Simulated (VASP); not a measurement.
Given:

```yaml
crystal:
  lattice:
    - [0.00000, 3.62713, 3.62713]
    - [3.62713, 0.00000, 3.62713]
    - [3.62713, 3.62713, 0.00000]
  atoms:
    - { symbol: Rb, position: [0.00000, 0.00000, 0.00000] }
    - { symbol: Br, position: [0.50000, 0.50000, 0.50000] }
```

All values below come from RPBE GGA, VASP's PBE PAW potentials (set 64) (plane waves; VASP 6.6.1). Settings: 520 eV cut-off, Gaussian smearing of 0.050 eV, potentials Rb_sv Br.

Give the energies of bands 6 to 11 at the high-symmetry points, in eV from the valence-band maximum.

```json
[
 {"band": "6", "Γ": "0.00", "X": "-0.39", "U": "-0.35", "L": "-0.69", "W": "-0.33"},
 {"band": "7", "Γ": "0.00", "X": "-0.14", "U": "-0.33", "L": "-0.22", "W": "-0.28"},
 {"band": "8", "Γ": "0.00", "X": "-0.14", "U": "-0.19", "L": "-0.22", "W": "-0.28"},
 {"band": "9", "Γ": "4.26", "X": "5.95", "U": "6.50", "L": "6.65", "W": "7.10"},
 {"band": "10", "Γ": "7.36", "X": "6.74", "U": "7.56", "L": "7.33", "W": "7.10"},
 {"band": "11", "Γ": "7.36", "X": "8.65", "U": "7.90", "L": "9.10", "W": "7.76"}
]
```

The gap is direct, 4.26 eV, from the valence maximum at Γ to the conduction minimum at Γ.

Measured: gap 7.20 eV (computed value off by -2.94 eV), as given by Aguado et al., (1998), arXiv:cond-mat/9809176.

The compound is RbBr in the rock salt structure. It was relaxed first, which changed the volume by +17 %.
